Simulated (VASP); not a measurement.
A convergence study with VASP on Zr (hcp): one setting is varied, all else stays as given below, so the limit is that of these other settings.

```yaml
crystal:
  lattice:
    - [1.61500, -2.79726, 0.00000]
    - [1.61500, 2.79726, 0.00000]
    - [0.00000, 0.00000, 5.15000]
  atoms:
    - { symbol: Zr, position: [0.33333, 0.66667, 0.25000] }
    - { symbol: Zr, position: [0.66667, 0.33333, 0.75000] }
```

Computed with PBEsol GGA, VASP's PBE PAW potentials (set 64) (plane waves; VASP 6.6.1). The tightest run used: 550 eV cut-off, 23×23×12 Γ-centred mesh, tetrahedra with Blöchl corrections, potentials Zr_sv.

| setting | E (eV/atom) | pressure (GPa) | irreducible k-points |
|---|---|---|---|
| 3×3×2 mesh | -9.0842 | -5.16 | 6 |
| 4×4×2 mesh | -9.0514 | -3.05 | 8 |
| 5×5×3 mesh | -9.0777 | -2.93 | 10 |
| 6×6×3 mesh | -9.0493 | -2.79 | 14 |
| 7×7×4 mesh | -9.0724 | -3.30 | 24 |
| 8×8×4 mesh | -9.0770 | -3.24 | 30 |
| 9×9×5 mesh | -9.0743 | -3.29 | 36 |
| 10×10×5 mesh | -9.0747 | -3.29 | 42 |
| 11×11×6 mesh | -9.0727 | -3.21 | 64 |
| 12×12×6 mesh | -9.0725 | -3.20 | 76 |

Q: These are the cheaper rows. Estimate the results at 23×23×12 mesh, and how far the last row shown lies from them.

A: 
| quantity | tightest run | last row shown is off by |
|---|---|---|
| E (eV/atom) | -9.0735 | 0.0010 |
| pressure (GPa) | -3.21 | 0.01 |

Left out are rungs that failed or repeat a setting and relaxations that didn't move; long series are thinned to 24 rows.

The compound is Zr in the hcp structure. The cell was not relaxed at this level.
